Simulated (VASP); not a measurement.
Energy against volume of BN (zinc blende). Computed with PBE0 hybrid, VASP's PBE PAW potentials (set 64) (plane waves; VASP). Settings: 520 eV cut-off, 10×10×10 Γ-centred mesh, Gaussian smearing of 0.050 eV, potentials B N.

```tsv
V (Å³/atom)	E (eV/atom)
5.420	-10.59864
5.599	-10.62666
5.778	-10.63807
5.956	-10.63507
```

### Question
Fit these four points and predict the energy of the run at 6.135 Å³/atom.

### Answer
A cubic in V^(−2/3), the third-order Birch-Murnaghan form, passes through the four points with V0 = 5.83 Å³/atom and B0 = 405 GPa, and gives -10.6195 eV/atom there. The run gave -10.6196 eV/atom, -0.1 meV/atom from the fit; all five points give B0 = 405 GPa.

The compound is BN in the zinc blende structure. It was relaxed first. The cell's shape comes from a PBE relaxation.
